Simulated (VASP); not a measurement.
All values below come from PBEsol GGA, VASP's PBE PAW potentials (set 64) (plane waves; VASP).

Input for VASP

**INCAR**
```
ISIF=2
LCHARG=.FALSE.
ISMEAR=1
NELM=100
EDIFF=1E-7
PREC=Accurate
SYSTEM=Al
LWAVE=.FALSE.
GGA=PS   ! PBEsol
LREAL=.FALSE.   ! projection in real space or not
SIGMA=0.1
LASPH=.TRUE.   ! aspherical one-centre terms
ALGO=Normal   ! blocked Davidson
ENCUT=520
```

**KPOINTS**
```
Automatic
0
gamma
  16 16 16
```

**POSCAR**
```
Al
1
    0.0000000000     2.0258396288     2.0258396288
    2.0258396288     0.0000000000     2.0258396288
    2.0258396288     2.0258396288     0.0000000000
Al
1
Direct
  0.0000000000   0.0000000000   0.0000000000
```

POTCAR, in this order: Al (PBE.64 set). Program: vasp_std.

Question: What will the output report for the number of irreducible k-points (NKPTS), largest plane-wave count, number of space-group operations, FFT grid (NGX, NGY, NGZ)?

Answer: 
| Property | Value |
|---|---|
| number of irreducible k-points (NKPTS) | 145 |
| largest plane-wave count | 464 |
| number of space-group operations | 48 |
| FFT grid (NGX, NGY, NGZ) | 24 × 24 × 24 |

The compound is Al in the fcc structure. This cell is one point of a volume scan, at 1.03 of the reference volume.
